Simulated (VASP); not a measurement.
# A VASP study of MnCO3 (Rhodochrosite) (rev-vdW-DF2 + U): structure first, properties next, part 8 of 9

Wanted: the relaxed cell of MnCO3 (Rhodochrosite) and its properties. The start is a cell from a database of measured crystal structures.

VASP 6.6.1; rev-vdW-DF2, DFT+U (Mn d 5 eV), spin-polarised from a ferromagnetic start; plane waves and PAW (Mn_pv, C, O).

Still holding for the runs below: The magnetic state follows from one typed start and may not be the lowest.

So far, gap on the k-mesh (eV): step 2 (relaxing cell and atoms (rev-vdW-DF2 + U)) 3.65; step 6 (density of states (rev-vdW-DF2 + U)) 3.59. The relaxed cell has a = 4.822, c = 15.570 Å (conventional setting).

### 8. Optical spectrum (rev-vdW-DF2 + U)

LOPTICS sums transitions from filled to empty bands. The mesh is finer than in the run before. NBANDS is raised for it.

INCAR reads:

```
SYSTEM = MnCO3
PREC = Accurate
ENCUT = 520
EDIFF = 1E-06
NELM = 100
ISMEAR = 0
SIGMA = 0.05
LREAL = .FALSE.
ALGO = Normal
GGA = MK
AGGAC = 0
LUSE_VDW = .TRUE.
PARAM1 = 0.1234
PARAM2 = 0.711357
ZAB_VDW = -1.8867
LASPH = .TRUE.
NBANDS = 115
ISPIN = 2
MAGMOM = 4.673 4.673 0.021 0.021 0.028 0.028 0.028 0.028 0.028 0.028
LDAU = .TRUE.
LDAUTYPE = 2
LDAUL = 2 -1 -1
LDAUU = 5 0 0
LDAUJ = 0 0 0
LDAUPRINT = 1
LMAXMIX = 4
LORBIT = 11
LWAVE = .FALSE.
LCHARG = .FALSE.
KPAR = 8
LOPTICS = .TRUE.
NEDOS = 1500
CSHIFT = 0.1
```

POSCAR reads:

```
MnCO3
1.0
    2.4109894724      4.1759562626      0.0000000000
   -2.4109894724      4.1759562626      0.0000000000
    0.0000000000     -2.7839708417      5.1899937859
Mn C O
2 2 6
Direct
    0.0000000000      0.0000000000      0.0000000000
    0.5000000000      0.5000000000      0.5000000000
    0.2500000000      0.2500000000      0.7500000000
    0.7500000000      0.7500000000      0.2500000000
    0.5191346289      0.9808653711      0.7500000000
    0.2500000000      0.5191346289      0.7500000000
    0.9808653711      0.2500000000      0.7500000000
    0.4808653711      0.0191346289      0.2500000000
    0.7500000000      0.4808653711      0.2500000000
    0.0191346289      0.7500000000      0.2500000000
```

KPOINTS reads:

```
Automatic mesh
0
Gamma
7 7 7
0 0 0
```

The projector-augmented-wave data sets are Mn_pv, C and O (PBE family, release 64).

Run with:

```sh
$ mpirun -np 8 vasp_std
```

The program printed:

```text
[... set-up lines as in an earlier step ...]
 entering main loop
       N       E                     dE             d eps       ncg     rms          rms(c)
DAV:   1     0.720912029517E+03    0.72091E+03   -0.27156E+04 20272   0.662E+02
DAV:   2     0.221698597100E+01   -0.71870E+03   -0.64790E+03 20448   0.230E+02
DAV:   3    -0.654913523513E+02   -0.67708E+02   -0.64483E+02 23143   0.773E+01
DAV:   4    -0.665750995273E+02   -0.10837E+01   -0.10810E+01 23072   0.932E+00
DAV:   5    -0.665791127002E+02   -0.40132E-02   -0.40126E-02 24024   0.578E-01    0.231E+01
DAV:   6    -0.614011516842E+02    0.51780E+01   -0.40146E+00 25225   0.152E+01    0.186E+01
DAV:   7    -0.621998834946E+02   -0.79873E+00   -0.18402E+00 22213   0.540E+00    0.111E+01
DAV:   8    -0.623011097097E+02   -0.10123E+00   -0.16036E-01 21949   0.192E+00    0.733E+00
DAV:   9    -0.624223510525E+02   -0.12124E+00   -0.66852E-02 22525   0.102E+00    0.855E-01
DAV:  10    -0.624314385038E+02   -0.90875E-02   -0.11364E-02 22149   0.398E-01    0.393E-01
DAV:  11    -0.624337141611E+02   -0.22757E-02   -0.99363E-04 21696   0.139E-01    0.126E-01
DAV:  12    -0.624340499755E+02   -0.33581E-03   -0.11710E-04 22177   0.862E-02    0.592E-02
DAV:  13    -0.624341720850E+02   -0.12211E-03   -0.33166E-05 21768   0.336E-02    0.285E-02
DAV:  14    -0.624341858491E+02   -0.13764E-04   -0.14093E-05 22679   0.117E-02    0.548E-03
DAV:  15    -0.624341880403E+02   -0.21912E-05   -0.10130E-06 21464   0.387E-03    0.388E-03
DAV:  16    -0.624341899851E+02   -0.19447E-05   -0.12822E-07 16044   0.235E-03    0.849E-04
DAV:  17    -0.624341897468E+02    0.23825E-06   -0.39435E-08 11091   0.738E-04
   1 F= -.62434190E+02 E0= -.62434190E+02  d E =-.158866E-11  mag=    10.0000
 optical routines
 imaginary and real dielectric function
 recalculating local potential from charge density
 direction            1
 direction            2
 direction            3
```

It took 3.5 min on 8 MPI ranks of Intel Xeon 6975P-C (Granite Rapids), shared host; peak memory 12 GiB.

Parts of OUTCAR (step 8):

```text
   k-points           NKPTS =     44   k-points in BZ     NKDIM =     44   number of bands    NBANDS=    115

   NELECT =      70.0000    total number of electrons

atom =   1  type =  1  l = 2

 onsite density matrix

spin component  1

  0.9551  0.0135 -0.0000  0.0093 -0.0000
  0.0135  0.9693  0.0000 -0.0000  0.0093
 -0.0000  0.0000  0.9457  0.0000 -0.0000
  0.0093 -0.0000  0.0000  0.9693 -0.0135
 -0.0000  0.0093 -0.0000 -0.0135  0.9551

spin component  2

 occupancies and eigenvectors

  o =  0.0088  v =  0.0000  0.0000  0.0000  0.0000  0.0000  0.7912 -0.5248  0.0000 -0.2144  0.2295      0.0000  0.0000  0.0000  0.0000  0.0000  0.0000  0.0000  0.0000  0.0000  0.0000
  o =  0.0088  v =  0.0000  0.0000  0.0000  0.0000  0.0000  0.2295  0.2144 -0.0000 -0.5248 -0.7912      0.0000  0.0000  0.0000  0.0000  0.0000  0.0000  0.0000  0.0000  0.0000  0.0000
  o =  0.0128  v =  0.0000  0.0000  0.0000  0.0000  0.0000 -0.0000  0.0000  1.0000 -0.0000 -0.0000      0.0000  0.0000  0.0000  0.0000  0.0000  0.0000  0.0000  0.0000  0.0000  0.0000
  o =  0.0614  v =  0.0000  0.0000  0.0000  0.0000  0.0000 -0.4043 -0.8191  0.0000  0.0877 -0.3974      0.0000  0.0000  0.0000  0.0000  0.0000  0.0000  0.0000  0.0000  0.0000  0.0000
  o =  0.0614  v =  0.0000  0.0000  0.0000  0.0000  0.0000  0.3974  0.0877  0.0000  0.8191 -0.4043      0.0000  0.0000  0.0000  0.0000  0.0000  0.0000  0.0000  0.0000  0.0000  0.0000
  o =  0.9443  v =  0.8194 -0.5048  0.0000 -0.2160  0.1647  0.0000  0.0000  0.0000  0.0000  0.0000      0.0000  0.0000  0.0000  0.0000  0.0000  0.0000  0.0000  0.0000  0.0000  0.0000
  o =  0.9443  v =  0.1647  0.2160 -0.0000 -0.5048 -0.8194  0.0000  0.0000  0.0000  0.0000  0.0000      0.0000  0.0000  0.0000  0.0000  0.0000  0.0000  0.0000  0.0000  0.0000  0.0000
  o =  0.9457  v = -0.0000  0.0000  1.0000 -0.0000 -0.0000  0.0000  0.0000  0.0000  0.0000  0.0000      0.0000  0.0000  0.0000  0.0000  0.0000  0.0000  0.0000  0.0000  0.0000  0.0000
  o =  0.9801  v = -0.4156 -0.8308  0.0000  0.0913 -0.3588  0.0000  0.0000  0.0000  0.0000  0.0000      0.0000  0.0000  0.0000  0.0000  0.0000  0.0000  0.0000  0.0000  0.0000  0.0000
  o =  0.9801  v =  0.3588  0.0913  0.0000  0.8308 -0.4156  0.0000  0.0000  0.0000  0.0000  0.0000      0.0000  0.0000  0.0000  0.0000  0.0000  0.0000  0.0000  0.0000  0.0000  0.0000

atom =   2  type =  1  l = 2

 onsite density matrix

spin component  1

  0.9551 -0.0135  0.0000  0.0093  0.0000
 -0.0135  0.9693  0.0000  0.0000  0.0093
  0.0000  0.0000  0.9457 -0.0000 -0.0000
  0.0093  0.0000 -0.0000  0.9693  0.0135
  0.0000  0.0093 -0.0000  0.0135  0.9551

spin component  2

 occupancies and eigenvectors

  o =  0.0088  v =  0.0000  0.0000  0.0000  0.0000  0.0000  0.7901  0.5257 -0.0000 -0.2121 -0.2330      0.0000  0.0000  0.0000  0.0000  0.0000  0.0000  0.0000  0.0000  0.0000  0.0000
  o =  0.0088  v =  0.0000  0.0000  0.0000  0.0000  0.0000  0.2330 -0.2121  0.0000 -0.5257  0.7901      0.0000  0.0000  0.0000  0.0000  0.0000  0.0000  0.0000  0.0000  0.0000  0.0000
  o =  0.0128  v =  0.0000  0.0000  0.0000  0.0000  0.0000  0.0000  0.0000  1.0000  0.0000 -0.0000      0.0000  0.0000  0.0000  0.0000  0.0000  0.0000  0.0000  0.0000  0.0000  0.0000
  o =  0.0614  v =  0.0000  0.0000  0.0000  0.0000  0.0000 -0.4042  0.8191 -0.0000  0.0879  0.3975      0.0000  0.0000  0.0000  0.0000  0.0000  0.0000  0.0000  0.0000  0.0000  0.0000
  o =  0.0614  v =  0.0000  0.0000  0.0000  0.0000  0.0000  0.3975 -0.0879 -0.0000  0.8191  0.4042      0.0000  0.0000  0.0000  0.0000  0.0000  0.0000  0.0000  0.0000  0.0000  0.0000
  o =  0.9443  v =  0.8194  0.5048 -0.0000 -0.2160 -0.1647  0.0000  0.0000  0.0000  0.0000  0.0000      0.0000  0.0000  0.0000  0.0000  0.0000  0.0000  0.0000  0.0000  0.0000  0.0000
  o =  0.9443  v = -0.1647  0.2160 -0.0000  0.5048 -0.8194  0.0000  0.0000  0.0000  0.0000  0.0000      0.0000  0.0000  0.0000  0.0000  0.0000  0.0000  0.0000  0.0000  0.0000  0.0000
  o =  0.9457  v = -0.0000 -0.0000 -1.0000 -0.0000  0.0000  0.0000  0.0000  0.0000  0.0000  0.0000      0.0000  0.0000  0.0000  0.0000  0.0000  0.0000  0.0000  0.0000  0.0000  0.0000
  o =  0.9801  v = -0.4156  0.8308 -0.0000  0.0913  0.3588  0.0000  0.0000  0.0000  0.0000  0.0000      0.0000  0.0000  0.0000  0.0000  0.0000  0.0000  0.0000  0.0000  0.0000  0.0000
  o =  0.9801  v =  0.3588 -0.0913 -0.0000  0.8308  0.4156  0.0000  0.0000  0.0000  0.0000  0.0000      0.0000  0.0000  0.0000  0.0000  0.0000  0.0000  0.0000  0.0000  0.0000  0.0000

 E-fermi :   3.4945

 k-point     2 :       0.1429   -0.0000    0.0000
  band No.  band energies     occupation
    ...
     36       1.4202      1.00000
     37       1.6806      1.00000
     38       1.8352      1.00000
     39       2.8578      1.00000
     40       2.9588      1.00000
     41       7.3621      0.00000
     42       7.6473      0.00000
     43       7.6755      0.00000
     44      11.8432      0.00000
     45      12.5841      0.00000
    ...

 k-point     3 :       0.2857   -0.0000    0.0000
  band No.  band energies     occupation
    ...
     36       1.6376      1.00000
     37       1.9743      1.00000
     38       2.1741      1.00000
     39       2.6979      1.00000
     40       2.9691      1.00000
     41       7.7003      0.00000
     42       7.7498      0.00000
     43       8.3792      0.00000
     44      11.5343      0.00000
     45      12.3332      0.00000
    ...

  Total        0.0297938      0.0297938      0.0206859      0.0000000      0.0000000      0.0000000
  in kB        0.4567606      0.4567606      0.3171303      0.0000000      0.0000000      0.0000000
  external PRESSURE =       0.4102172 kB  Pullay stress =       0.0000000 kB

 POSITION                                       TOTAL-FORCE (eV/Angst)
 -----------------------------------------------------------------------------------
      0.00000      0.00000      0.00000         0.000000      0.000000      0.000000
      0.00000      2.78397      2.59500         0.000000      0.000000      0.000000
      0.00000      0.00000      3.89250         0.000000      0.000000     -0.000000
      0.00000      5.56794      1.29750         0.000000      0.000000      0.000000
     -1.11323      4.17596      3.89250        -0.004244      0.000000      0.000000
     -0.64888      1.12389      3.89250         0.002122     -0.003675      0.000000
      1.76211      3.05206      3.89250         0.002122      0.003675      0.000000
      1.11323      1.39199      1.29750         0.004244      0.000000     -0.000000
      0.64888      4.44405      1.29750        -0.002122      0.003675     -0.000000
     -1.76211      2.51588      1.29750        -0.002122     -0.003675     -0.000000
 -----------------------------------------------------------------------------------
    total drift:                                0.000000      0.000000      0.000000

  FREE ENERGIE OF THE ION-ELECTRON SYSTEM (eV)
  ---------------------------------------------------
  free  energy   TOTEN  =       -62.4341897468 eV

  energy  without entropy=      -62.4341897468  energy(sigma->0) =      -62.43418975

Total vdW correction in eV:     12.6161127

Total vdW correction in eV:     12.6161127

 plasma frequency squared (from intraband transitions) (eV^2)
  --------------------------------------------------------------------------------------
       0.000       0.000      -0.000
       0.000       0.000       0.000
      -0.000       0.000       0.000

[... 16 parts as in an earlier step ...]

[... 8 further parts left out ...]
```

These are independent-particle spectra without excitons or local fields, and fine structure depends on the mesh and on CSHIFT.

Numbers from this step:

| Item | Value |
| --- | --- |
| SCF cycles | 17 |
| bands | 115 |
| irreducible k-points | 44 |
| Fermi energy | 3.494 eV |
| pressure | 0.04102 GPa |

The imaginary dielectric function by photon energy; read off at these points:

```
photon energy (eV)       xx       zz
               0.0        0        0
               1.0  0.00775  0.00295
               2.0   0.0181  0.00665
               3.0   0.0373   0.0122
               4.0    0.128   0.0277
               5.0     1.39    0.341
               6.0     2.75    0.515
               6.5     4.90    0.624
               7.0     4.84    0.858
               8.0     3.28     1.57
               9.0     2.15     1.67
              10.0     1.92     2.08
              11.0     1.69     1.84
              12.0     2.13     2.14
              13.0     1.97     3.02
              13.5     1.78     3.54
              14.0     1.74     1.98
              15.0     1.94     2.06
              16.0     2.36     2.17
              17.0     2.60     1.77
              17.4     2.85     1.77
              18.0     2.70     1.72
              19.0     2.00     1.16
              20.0     1.47    0.949
              21.0     1.24    0.945
              22.0     1.33    0.975
              23.0    0.951    0.848
              24.0    0.696    0.681
```

Table of real dielectric function by photon energy:

```
photon energy (eV)       xx     zz
               0.0     3.67   2.73
               0.5     3.68   2.74
               1.0     3.71   2.75
               1.5     3.76   2.77
               2.0     3.83   2.80
               2.5     3.94   2.84
               3.0     4.10   2.89
               3.5     4.33   2.96
               4.0     4.72   3.07
               4.5     5.28   3.26
               5.0     5.42   3.26
               5.5     5.35   3.36
               6.0     5.94   3.44
               6.5     4.63   3.44
               7.0     3.49   3.77
               7.5     1.57   3.68
               8.0     1.69   3.36
               8.5     1.28   3.07
               9.0     1.41   2.87
               9.5     1.51   2.99
              10.0     1.48   2.58
              10.5     1.59   2.51
              11.0     1.95   2.77
              11.5     1.85   2.36
              12.0     1.75   2.51
              12.5     1.61   2.83
              13.0     1.49   2.03
              13.5     1.50   1.50
              14.0     1.52  0.672
              14.5     1.73   1.02
              15.0     1.77   1.13
              15.5     1.81   1.13
              16.0     1.69  0.913
              16.5     1.33  0.670
              17.0     1.13  0.401
              17.5    0.736  0.533
              18.0    0.366  0.400
              18.5   0.0823  0.199
              19.0   -0.169  0.218
              19.5   -0.117  0.375
              20.0  -0.0801  0.517
              20.5   0.0238  0.545
              21.0    0.174  0.634
              21.5    0.232  0.577
              22.0    0.225  0.592
              22.5   -0.160  0.477
              23.0   -0.107  0.452
              23.5  -0.0184  0.470
              24.0   0.0238  0.529
              24.5    0.110  0.563
```

[end of part 8 of 9]

[Lines on the potential files, build, host, timing and source positions are cut from VASP's logs without a mark.]

[Logs are printed without paths, hosts, clocks, repeated set-up lines and the standing remarks that a program may print on its own settings, such as how far it seeks lower states.]

[Hosts, paths, dates, database ids (printed as entryN), source tags and the programs' standing remarks are cut or masked in the printed files.]

[A measured line is paired with the nearest computed mode of its activity, which favours agreement.]
